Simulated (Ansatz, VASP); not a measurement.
# C (C (Fd-3m)): VASP beside Ansatz

One calculation is typed for both programs; each brings its own data sets. How far apart do they land? The cell is taken from a series of runs on this material, whose earlier steps may have relaxed, scaled, displaced or heated it; both programs get it as it stands.

Method: plane waves, with VASP 6.6.1 beside it; single point at PBE, in Ansatz 0.2.0.

### Step 1. The starting structure

It takes space group Fd-3m (No. 227, cubic). Conventional cell: a = 3.572 Å, b = 3.572 Å, c = 3.572 Å, α = 90.00°, β = 90.00°, γ = 90.00°. Nearest to C lie 4 C at 1.55 Å.

### Step 2. Ansatz: single point, PBE

Ansatz runs on its default PAW (the set named soft_2) files.

With cell and atoms fixed, the geometry can't cause a difference; cores, projectors, grids and the points listed under the comparison can.

input.yaml reads:

```yaml
crystal:
  lattice:
    - [3.571581755, 0.0, 0.0]
    - [0.0, 3.571581755, 0.0]
    - [0.0, 0.0, 3.571581755]
  atoms:
    - { symbol: C, position: [0.0, 0.0, 0.5] }
    - { symbol: C, position: [0.0, 0.5, 0.0] }
    - { symbol: C, position: [0.5, 0.0, 0.0] }
    - { symbol: C, position: [0.5, 0.5, 0.5] }
    - { symbol: C, position: [0.25, 0.25, 0.75] }
    - { symbol: C, position: [0.25, 0.75, 0.25] }
    - { symbol: C, position: [0.75, 0.25, 0.25] }
    - { symbol: C, position: [0.75, 0.75, 0.75] }
basis:
  ecutwfc: 420.0
  ecutrho_ratio: 4
  xc_grid: 2
  fft_grid_basis: typed
  precision: f64
kpoints:
  mp_grid: { grid: [4, 4, 4], shift: [0.5, 0.5, 0.5] }
hamiltonian:
  pseudopotentials: { kind: paw }
scf:
  max_iter: 120
  self_checks: high
  occupations: { method: fermi_dirac, width: 0.01 }
checkpoint:
  write: "../host.relax.run"
  compress: false
  write_wavefunctions: true
  write_every: 100000
```

On the command line:

```bash
> ansatz run input.yaml --threads 2 --pin off --max-ram 3768MiB --backend cpu --events-out ev --progress --plain --runs-dir out
```

Numbers of over 12 decimals in the logs are rounded to 6 here.

Output:

```text
Engine: ansatz 0.2.0, x86_64-unknown-linux-gnu
Pseudopotentials: kind: paw
Pseudopotential: C, paw, valence charge 4, recommended cutoff 420 eV (normal), C.paw.azcp
Functional definition: PBE
  parameter kappa = 0.804
  parameter beta = 0.066725
  exchange = pbe_x(kappa = kappa, mu = beta*pi^2/3)
  correlation = pbe_c(beta = beta)
Crystal: 8 atoms, lattice volume = 45.560 Å³
Basis set: ecut = 420 eV, 895 PW (Γ), exchange–correlation on 48×48×48 points (8 copies of the dense FFT grid, shifted against one another)
Bands: 24, of which v1, the nominal top of the filled ones, is band 16 counted from 1 (15 counted from 0)
Symmetry: 192 space group operations
Space group: Fd-3m (ITA 227), of the structure as read, at distance tolerance 3.6e-5 Å
k-points: 4 of 64
Non-local potential: C, projectors of the file, l = 0: 2, l = 1: 2, l = 2: 1
PAW form: soft (Blöchl's): semilocal exchange-correlation on the pseudo side does not see the compensation charge
PAW one-centre angular grid: C, 110 points (default); XC on 64 Gauss nodes
Initial density: superposition of atomic densities (neutral atoms: chi_scale 0, normalization atom), corrected by the library's trained network
Initial wavefunctions: pseudopotential atomic-orbital guess
Functional: x = pbe(κ = 0.804, μ = 0.219515), c = pbe(β = 0.066725)
SCF iter   1: F=—  HF=-2006.464266 eV  |F-HF|=—  |Δ(HF+E_count)|=         —  Δρ=1.84e-3  dr2=4.99e-4  ethr=1.77e-3  ⟨swp⟩=5.5  Hψ=457  notcnv=0
preconditioner: auto → Resta (q_TF=auto, 2.572 Å⁻¹)  ε∞=4.3  [insulator: Δε(μ)=5.633 eV  Ē_g=17.017 eV  σ=0.010 eV  W_gap=1.00  n_scr=18 (ndim 8)  ℏωp=31.1 eV  f_vac=0.000  D(μ)=0.00/eV (n_scr^D=0)  ε∞_Penn≈4.3]
SCF iter   2: F=—  HF=-2006.464336 eV  |F-HF|=—  |Δ(HF+E_count)|=   7.08e-5  Δρ=9.86e-4  dr2=1.43e-4  ethr=1.56e-6  ⟨swp⟩=2.5  Hψ=211  notcnv=0  defer=12
SCF iter   3: F=—  HF=-2006.464540 eV  |F-HF|=—  |Δ(HF+E_count)|=   2.04e-4  Δρ=6.22e-5  dr2=3.34e-7  ethr=4.47e-7  ⟨swp⟩=2.0  Hψ=164  notcnv=0  defer=12
SCF iter   4: F=—  HF=-2006.464796 eV  |F-HF|=—  |Δ(HF+E_count)|=   2.56e-4  Δρ=1.60e-5  dr2=2.42e-8  ethr=3.13e-10  ⟨swp⟩=4.8  Hψ=356  notcnv=0
iter 5 did not close the SCF: its close was put off for the readings that it lacked (scf_convergence_deferred on its scf_iter line)
SCF iter   5: F=-2006.464796 eV  HF=-2006.464796 eV  |F-HF|=2.24e-10  |Δ(HF+E_count)|=   5.60e-8  Δρ=7.99e-7  dr2=8.18e-11  ethr=7.57e-11  ⟨swp⟩=2.0  Hψ=137  notcnv=0
SCF iter   6: F=-2006.464796 eV  HF=-2006.464796 eV  |F-HF|=4.55e-12  |Δ(HF+E_count)|=  2.39e-10  Δρ=1.06e-7  dr2=2.09e-12  ethr=1.00e-12  ⟨swp⟩=1.0  Hψ=260  notcnv=0
SCF 1 converged in 6 iterations: F = -2006.464796 eV  dr2 = 2.09e-12
  greatest PAW one-centre occupation: 0.643 electrons in one spin orbital (limit 2), on the C atom at site 7 (counted from 0), in its partial waves of l = 0
SCF converged after 6 iterations
Free energy (F): -2006.464796 eV
Harris-Foulkes:  -2006.464796 eV  (|F-HF|=4.55e-12)
Internal energy: -2006.464796 eV  (E = F + TS)
E sigma→0 (E₀):  -2006.464796 eV
Fermi energy:    15.401058 eV
--- Per-component energies (eV) ---
  E_band       = 137.277354
  E_kinetic    = 737.019711
  E_local      = -490.785585  (includes V_loc(G=0)·N_el)
  E_nonlocal   = 213.068825
  E_hartree    = 107.300031
  E_xc         = -389.430723
  E_vxc        = -483.441062  (∫ρ·V_xc dr)
  E_paw        = -793.678505  (= ΣΔE_a)
  E_vpaw       = -53.184655  (= ΣTr[D̂ρ^β])
  E_aug_tail   = 0.000072  (compensation charges beyond the density's cutoff)
  E_ewald      = -1389.958622
  E_smearing   = -0.000000  (= −TS)
  E_closure    = -0.000000  (closes the sum)
  Σ components = -2006.464796   (vs F -2006.464796, Δ=0.00e0)
--- Band table (eV) ---
  k-point 0: bands = [... 12 lower, 7.3369, 10.8338, 12.5912, 12.5912, 18.2149, 18.2149, 18.2149, 19.6799, ... 4 higher]
  k-point 1: bands = [... 12 lower, 8.1670, 8.4051, 10.3763, 11.2134, 18.4099, 19.0711, 20.7601, 20.7601, ... 4 higher]
  k-point 2: bands = [... 12 lower, 9.0502, 9.1730, 9.1730, 11.4072, 20.0803, 21.1943, 21.1943, 21.3482, ... 4 higher]
  k-point 3: bands = [... 12 lower, 9.7267, 9.7267, 10.7188, 10.7188, 20.8457, 20.8457, 20.8457, 21.6168, ... 4 higher]
```

### Step 3. VASP: single point, PBE

The same cell, functional, mesh and smearing now go to VASP, with its own data sets.

Lines of VASP's logs that name or quote its potential files are left out, and so is its time.

INCAR reads:

```
SYSTEM = C
PREC = Accurate
ENCUT = 520
EDIFF = 1E-06
NELM = 120
ISMEAR = -1
SIGMA = 0.01
LREAL = .FALSE.
ALGO = Normal
GGA = PE
NBANDS = 24
LORBIT = 11
LWAVE = .FALSE.
LCHARG = .FALSE.
ISIF = 2
ISYM = 2
LASPH = .TRUE.
GGA_COMPAT = .FALSE.
EFERMI = MIDGAP
KPAR = 2
```

POSCAR reads:

```
C
1.0
    3.5715817550      0.0000000000      0.0000000000
    0.0000000000      3.5715817550      0.0000000000
    0.0000000000      0.0000000000      3.5715817550
C
8
Direct
    0.0000000000      0.0000000000      0.5000000000
    0.0000000000      0.5000000000      0.0000000000
    0.5000000000      0.0000000000      0.0000000000
    0.5000000000      0.5000000000      0.5000000000
    0.2500000000      0.2500000000      0.7500000000
    0.2500000000      0.7500000000      0.2500000000
    0.7500000000      0.2500000000      0.2500000000
    0.7500000000      0.7500000000      0.7500000000
```

KPOINTS reads:

```
Points of the shifted mesh
64
Reciprocal
 0.1250000000  0.1250000000  0.1250000000 1
 0.1250000000  0.1250000000  0.3750000000 1
 0.1250000000  0.1250000000  0.6250000000 1
 0.1250000000  0.1250000000  0.8750000000 1
 0.1250000000  0.3750000000  0.1250000000 1
 0.1250000000  0.3750000000  0.3750000000 1
 0.1250000000  0.3750000000  0.6250000000 1
 0.1250000000  0.3750000000  0.8750000000 1
 0.1250000000  0.6250000000  0.1250000000 1
 0.1250000000  0.6250000000  0.3750000000 1
 0.1250000000  0.6250000000  0.6250000000 1
 0.1250000000  0.6250000000  0.8750000000 1
 0.1250000000  0.8750000000  0.1250000000 1
 0.1250000000  0.8750000000  0.3750000000 1
 0.1250000000  0.8750000000  0.6250000000 1
 0.1250000000  0.8750000000  0.8750000000 1
 0.3750000000  0.1250000000  0.1250000000 1
 0.3750000000  0.1250000000  0.3750000000 1
 0.3750000000  0.1250000000  0.6250000000 1
 0.3750000000  0.1250000000  0.8750000000 1
 0.3750000000  0.3750000000  0.1250000000 1
 0.3750000000  0.3750000000  0.3750000000 1
 0.3750000000  0.3750000000  0.6250000000 1
 0.3750000000  0.3750000000  0.8750000000 1
 0.3750000000  0.6250000000  0.1250000000 1
 0.3750000000  0.6250000000  0.3750000000 1
 0.3750000000  0.6250000000  0.6250000000 1
 0.3750000000  0.6250000000  0.8750000000 1
 0.3750000000  0.8750000000  0.1250000000 1
 0.3750000000  0.8750000000  0.3750000000 1
 0.3750000000  0.8750000000  0.6250000000 1
 0.3750000000  0.8750000000  0.8750000000 1
 0.6250000000  0.1250000000  0.1250000000 1
 0.6250000000  0.1250000000  0.3750000000 1
 0.6250000000  0.1250000000  0.6250000000 1
 0.6250000000  0.1250000000  0.8750000000 1
 0.6250000000  0.3750000000  0.1250000000 1
 0.6250000000  0.3750000000  0.3750000000 1
 0.6250000000  0.3750000000  0.6250000000 1
 0.6250000000  0.3750000000  0.8750000000 1
 0.6250000000  0.6250000000  0.1250000000 1
 0.6250000000  0.6250000000  0.3750000000 1
 0.6250000000  0.6250000000  0.6250000000 1
 0.6250000000  0.6250000000  0.8750000000 1
 0.6250000000  0.8750000000  0.1250000000 1
 0.6250000000  0.8750000000  0.3750000000 1
 0.6250000000  0.8750000000  0.6250000000 1
 0.6250000000  0.8750000000  0.8750000000 1
 0.8750000000  0.1250000000  0.1250000000 1
 0.8750000000  0.1250000000  0.3750000000 1
 0.8750000000  0.1250000000  0.6250000000 1
 0.8750000000  0.1250000000  0.8750000000 1
 0.8750000000  0.3750000000  0.1250000000 1
 0.8750000000  0.3750000000  0.3750000000 1
 0.8750000000  0.3750000000  0.6250000000 1
 0.8750000000  0.3750000000  0.8750000000 1
 0.8750000000  0.6250000000  0.1250000000 1
 0.8750000000  0.6250000000  0.3750000000 1
 0.8750000000  0.6250000000  0.6250000000 1
 0.8750000000  0.6250000000  0.8750000000 1
 0.8750000000  0.8750000000  0.1250000000 1
 0.8750000000  0.8750000000  0.3750000000 1
 0.8750000000  0.8750000000  0.6250000000 1
 0.8750000000  0.8750000000  0.8750000000 1
```

PAW data sets: C (PBE family, release 64).

On the command line:

```bash
> mpirun -np 2 vasp_std
```

Output:

```text
[banner, memory and clock lines left out]
running    2 mpi-ranks, on    1 nodes
 distrk:  each k-point on    1 cores,    2 groups
 distr:  one band on    1 cores,    1 groups

 POSCAR found type information on POSCAR C
 POSCAR found :  1 types and       8 ions
 LDA part: xc-table for (Slater+PW92), standard interpolation
 POSCAR, INCAR and KPOINTS ok, starting setup
 FFT: planning ... GRIDC
 FFT: planning ... GRID_SOFT
 FFT: planning ... GRID
 WAVECAR not read
 entering main loop
       N       E                     dE             d eps       ncg     rms          rms(c)
DAV:   1     0.781093070669E+02    0.78109E+02   -0.17073E+04  3072   0.130E+03
DAV:   2    -0.702331759468E+02   -0.14834E+03   -0.13994E+03  4192   0.248E+02
DAV:   3    -0.752168826926E+02   -0.49837E+01   -0.49567E+01  4008   0.417E+01
DAV:   4    -0.752673743737E+02   -0.50492E-01   -0.50433E-01  3872   0.459E+00
DAV:   5    -0.752682106415E+02   -0.83627E-03   -0.83609E-03  3944   0.554E-01    0.111E+01
DAV:   6    -0.733753064090E+02    0.18929E+01   -0.12615E+00  3408   0.642E+00    0.661E+00
DAV:   7    -0.727382878844E+02    0.63702E+00   -0.14581E+00  3432   0.711E+00    0.149E+00
DAV:   8    -0.727445087278E+02   -0.62208E-02   -0.28661E-02  3888   0.995E-01    0.754E-02
DAV:   9    -0.727446408839E+02   -0.13216E-03   -0.36410E-04  3664   0.131E-01    0.351E-02
DAV:  10    -0.727447163403E+02   -0.75456E-04   -0.68458E-05  3696   0.632E-02    0.582E-03
DAV:  11    -0.727447155769E+02    0.76333E-06   -0.88994E-07  2824   0.597E-03
   1 F= -.72744716E+02 E0= -.72744716E+02  d E =0.000000E+00
```

Parts of OUTCAR (step 3):

```text
ion  position               nearest neighbor table
   1  0.000  0.000  0.500-   5 1.55   6 1.55   7 1.55   8 1.55
   2  0.000  0.500  0.000-   5 1.55   6 1.55   7 1.55   8 1.55
   3  0.500  0.000  0.000-   5 1.55   6 1.55   7 1.55   8 1.55
   4  0.500  0.500  0.500-   5 1.55   6 1.55   7 1.55   8 1.55
   5  0.250  0.250  0.750-   1 1.55   2 1.55   3 1.55   4 1.55
   6  0.250  0.750  0.250-   1 1.55   2 1.55   3 1.55   4 1.55
   7  0.750  0.250  0.250-   1 1.55   2 1.55   3 1.55   4 1.55
   8  0.750  0.750  0.750-   1 1.55   2 1.55   3 1.55   4 1.55

  LATTYP: Found a simple cubic cell.
 ALAT       =     3.5715817550

 Subroutine GETGRP returns: Found 48 space group operations
 (whereof 24 operations were pure point group operations)

The static configuration has the point symmetry T_d .
 The point group associated with its full space group is O_h .

   k-points           NKPTS =     64   k-points in BZ     NKDIM =     64   number of bands    NBANDS=     24

   dimension x,y,z NGX =    28 NGY =   28 NGZ =   28
   dimension x,y,z NGXF=    56 NGYF=   56 NGZF=   56

   ENCUT  =  520.0 eV  38.22 Ry    6.18 a.u.   6.64  6.64  6.64*2*pi/ulx,y,z

   NELECT =      32.0000    total number of electrons

 k-points in reciprocal lattice and weights: Points of the shifted mesh
   0.12500000  0.12500000  0.12500000       0.016
   0.12500000  0.12500000  0.37500000       0.016
   0.12500000  0.12500000  0.62500000       0.016
   0.12500000  0.12500000  0.87500000       0.016
   0.12500000  0.37500000  0.12500000       0.016
   0.12500000  0.37500000  0.37500000       0.016
   0.12500000  0.37500000  0.62500000       0.016
   0.12500000  0.37500000  0.87500000       0.016
   0.12500000  0.62500000  0.12500000       0.016
[...]
0.87500000  0.87500000  0.62500000       0.016
   0.87500000  0.87500000  0.87500000       0.016

 average (electrostatic) potential at core
       1 -45.4412       2 -45.4412       3 -45.4412       4 -45.4412       5 -45.4412
       6 -45.4412       7 -45.4412       8 -45.4412

 E-fermi :  11.8285

 k-point     1 :       0.1250    0.1250    0.1250
  band No.  band energies     occupation
    ...
     12       3.7731      2.00000
     13       3.7731      2.00000
     14       7.2637      2.00000
     15       9.0216      2.00000
     16       9.0216      2.00000
     17      14.6354      0.00000
     18      14.6354      0.00000
     19      14.6354      0.00000
     20      16.1048      0.00000
     21      16.1048      0.00000
    ...

 k-point     2 :       0.1250    0.1250    0.3750
  band No.  band energies     occupation
    ...
     12       4.4664      2.00000
     13       4.5981      2.00000
     14       4.8390      2.00000
     15       6.8080      2.00000
     16       7.6452      2.00000
     17      14.8322      0.00000
     18      15.4950      0.00000
     19      17.1851      0.00000
     20      17.1851      0.00000
     21      18.9778      0.00000
    ...

 k-point     3 :       0.1250    0.1250    0.6250
  band No.  band energies     occupation
    ...
     12       4.4664      2.00000
     13       4.5981      2.00000
     14       4.8390      2.00000
     15       6.8080      2.00000
     16       7.6452      2.00000
     17      14.8322      0.00000
     18      15.4950      0.00000
     19      17.1851      0.00000
     20      17.1851      0.00000
     21      18.9778      0.00000
    ...

  Total        0.1803564      0.1803564      0.1803564      0.0000000      0.0000000     -0.0000000
  in kB        6.3424972      6.3424972      6.3424972      0.0000000      0.0000000     -0.0000000
  external PRESSURE =       6.3424972 kB  Pullay stress =       0.0000000 kB

  energy-cutoff  :      520.00
  volume of cell :       45.56
      direct lattice vectors                 reciprocal lattice vectors
     3.571581755  0.000000000  0.000000000     0.279987991  0.000000000  0.000000000
     0.000000000  3.571581755  0.000000000     0.000000000  0.279987991  0.000000000
     0.000000000  0.000000000  3.571581755     0.000000000  0.000000000  0.279987991

 POSITION                                       TOTAL-FORCE (eV/Angst)
 -----------------------------------------------------------------------------------
      0.00000      0.00000      1.78579        -0.000000      0.000000     -0.000000
      0.00000      1.78579      0.00000         0.000000      0.000000     -0.000000
      1.78579      0.00000      0.00000        -0.000000     -0.000000      0.000000
      1.78579      1.78579      1.78579        -0.000000     -0.000000      0.000000
      0.89290      0.89290      2.67869         0.000000      0.000000      0.000000
      0.89290      2.67869      0.89290         0.000000      0.000000     -0.000000
      2.67869      0.89290      0.89290         0.000000     -0.000000      0.000000
      2.67869      2.67869      2.67869        -0.000000      0.000000      0.000000
 -----------------------------------------------------------------------------------
    total drift:                                0.000000      0.000000     -0.000000

  FREE ENERGIE OF THE ION-ELECTRON SYSTEM (eV)
  ---------------------------------------------------
  free  energy   TOTEN  =       -72.7447155769 eV

  energy  without entropy=      -72.7447155769  energy(sigma->0) =      -72.74471558

 total charge
# of ion       s       p       d       tot
------------------------------------------
    1        0.829   1.744   0.000   2.572
    2        0.829   1.744   0.000   2.572
    3        0.829   1.744   0.000   2.572
    4        0.829   1.744   0.000   2.572
    5        0.829   1.744   0.000   2.572
    6        0.829   1.744   0.000   2.572
    7        0.829   1.744   0.000   2.572
    8        0.829   1.744   0.000   2.572
--------------------------------------------------
tot          6.628  13.948   0.000  20.577

[... 3 further parts left out ...]
```

The run ends at a pressure of 0.63 GPa.

### Step 4. Differences

Known differences besides the potentials themselves: the cutoff is 420 eV in Ansatz and 520 eV in VASP. Total energies have different zeros and are not compared.

Both answers:

| quantity | Ansatz | VASP | difference |
| --- | --- | --- | --- |
| gap on the k mesh (eV) | 5.624 | 5.614 | +0.010 |

A gap on the mesh is an upper bound, since the band edges may lie between its points.

### Step 5. What came out

```
difference in gap on the k mesh (single point, PBE) : 0.0099 eV
```

In words: The difference in gap on the k mesh is 0.0099 eV (single point, PBE), within the 0.08 eV picked in this series as the mark of a large difference. How closely two codes agree says nothing of how well the functional describes the real material.

[Lines on the potential files, build, host, timing and source positions are cut from VASP's logs without a mark.]

[Logs are printed without paths, hosts, clocks, repeated set-up lines and the standing remarks that a program may print on its own settings, such as how far it seeks lower states.]

[Hosts, paths, dates, database ids (printed as entryN), source tags and the programs' standing remarks are cut or masked in the printed files.]
